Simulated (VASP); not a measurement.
# ZrPb2O5: relaxation of cell and atoms with PBE

ZrPb2O5:

```
Zr Pb O
1.0
     3.75000    0.00000    0.00000
    -1.87500    3.24760    0.00000
     0.00000    0.00000    9.72000
Zr Pb O
1 2 5
Cartesian
  0.0000 0.0000 0.0000
  1.8750 1.0825 3.4020
  0.0000 2.1651 6.3180
  0.0000 0.0000 7.5816
  0.0000 0.0000 2.1384
  0.0000 2.1651 8.9132
  1.8750 1.0825 0.8068
  0.0000 0.0000 4.8600
```

The cell was built by a generator and needn't be a form met in nature.

```yaml
Program: VASP 6.6.1
Task: relaxation of cell and atoms
Functional: PBE
Potentials_or_basis: VASP PAW PBE potentials, release 64 (Zr_sv, Pb_d, O)
Cutoff: 520 eV
k_mesh: 4 × 4 × 2
Occupations: gaussian, width 0.15 eV
Spin: no spin polarisation
Further_INCAR_settings: PREC = Normal; ALGO = Fast; EDIFF = 0.0001; IBRION = 2; EDIFFG = -0.08; NSW = 24; ISIF = 3
```

| Item | Value |
| --- | --- |
| Relaxed volume | 14.09 Å³/atom |
| Relaxed cell | a = 3.591 Å, b = 3.591 Å, c = 10.092 Å, α = 90.00°, β = 90.00°, γ = 120.00° |
| Space group after relaxing (to 0.05 Å) | P-3m1 (No. 164) |
| Energy gained by relaxing | 128.5 meV/atom |
| Ionic steps | 6 |
| Pressure after relaxing | -0.1 GPa |
| Largest force after relaxing | 0.075 eV/Å |
| Band gap on the k mesh | none (metal or under the smearing width) |

Forces in eV/Å, atoms in the order of the input:
```
Zr   0.000  0.000  0.000
Pb   0.000  0.000  0.015
Pb   0.000  0.000 -0.015
O    0.000  0.000  0.060
O    0.000  0.000 -0.060
O    0.000  0.000 -0.075
O    0.000  0.000  0.075
O    0.000  0.000  0.000
```

Stress tensor (GPa, compression positive):
```
-0.32  0.00  0.00
 0.00 -0.32  0.00
 0.00  0.00  0.30
```

Step by step:
| step | energy change (eV) | largest force (eV/Å) | pressure (GPa) | volume (Å³) |
| --- | --- | --- | --- | --- |
| 1 | 0.0000 | 1.9217 | -4.75 | 118.37 |
| 2 | -0.8661 | 0.9431 | 1.55 | 110.94 |
| 3 | -0.9233 | 0.5160 | 4.57 | 108.82 |
| 4 | -1.0180 | 0.2055 | -1.29 | 113.92 |
| 5 | -1.0238 | 0.1314 | -0.21 | 112.88 |
| 6 | -1.0278 | 0.0749 | -0.11 | 112.70 |

Final structure:
```yaml
crystal:
  lattice:
    - [3.59090, 0.00000, 0.00000]
    - [-1.79545, 3.10981, 0.00000]
    - [0.00000, 0.00000, 10.09219]
  atoms:
    - { symbol: Zr, position: [0.00000, 0.00000, 0.00000] }
    - { symbol: Pb, position: [0.66667, 0.33333, 0.33345] }
    - { symbol: Pb, position: [0.33333, 0.66667, 0.66655] }
    - { symbol: O, position: [0.00000, 0.00000, 0.76819] }
    - { symbol: O, position: [0.00000, 0.00000, 0.23181] }
    - { symbol: O, position: [0.33333, 0.66667, 0.92694] }
    - { symbol: O, position: [0.66667, 0.33333, 0.07306] }
    - { symbol: O, position: [0.00000, 0.00000, 0.50000] }
```

Levels at points of the mesh, in eV from the Fermi level:
```tsv
k point	band 33	band 34	band 35	band 36	band 37	band 38
(0.00, 0.00, 0.00)	-1.23	-0.63	-0.63	0.15	3.02	3.77
(0.50, 0.00, 0.00)	-0.99	-0.98	-0.32	0.62	2.54	3.78
(0.00, 0.00, 0.50)	-0.65	-0.63	-0.63	-0.37	3.48	3.78
(0.50, 0.00, 0.50)	-1.42	-0.79	-0.08	0.50	2.71	3.57
```

It took 69 s on 1 thread of Intel(R) Xeon(R) 6975P-C (Granite Rapids), on a shared host, peak memory 0.2 GiB.

Caveat: the k mesh is coarse (spacing up to 0.48 Å⁻¹), so the values aren't converged; the relaxation stopped at a loose force limit of 0.08 eV/Å, so its end isn't a converged minimum. The run has no spin-orbit coupling, so splittings on Pb are missing.
